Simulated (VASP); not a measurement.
CuF (relaxed from the CsCl type structure, space group Pm-3m) is relaxed at rising pressure, each step from the one before. Symmetry mostly holds the structure type, and other phases were not tried. The mesh follows the cell, and a change of mesh leaves a small step in the series.

```
CELL_PARAMETERS angstrom
      2.72820     0.00000     0.00000
      0.00000     2.72820     0.00000
      0.00000     0.00000     2.72820
ATOMIC_POSITIONS crystal
  Cu 0.00000 0.00000 0.00000
  F  0.50000 0.50000 0.50000
```

These are PBEsol GGA, VASP's PBE PAW potentials (set 64) (plane waves; VASP) values and carry that method's errors. Run with 620 eV cut-off, 13×13×13 Γ-centred mesh, first-order Methfessel-Paxton smearing of 0.10 eV, potentials Cu F.

| P (GPa) | V (Å³/atom) | H − H(0) (eV/atom) | space group | gap on the mesh (eV) | k-mesh |
|---|---|---|---|---|---|
| 0 | 10.15 | 0.000 | Pm-3m | 0.00 | 13×13×13 |
| 5 | 9.76 | 0.312 | Pm-3m | 0.00 | 13×13×13 |
| 10 | 9.45 | 0.612 | Pm-3m | 0.00 | 14×14×14 |
| 20 | 8.96 | 1.188 | Pm-3m | 0.00 | 14×14×14 |
| 30 | 8.57 | 1.735 | Pm-3m | 0.00 | 14×14×14 |
| 45 | 8.13 | 2.518 | Pm-3m | 0.00 | 14×14×14 |

Pressures at which the relaxation failed are left out.

The structure was generated: CuF was put into the CsCl type type (Pm-3m), which need not be its known phase.
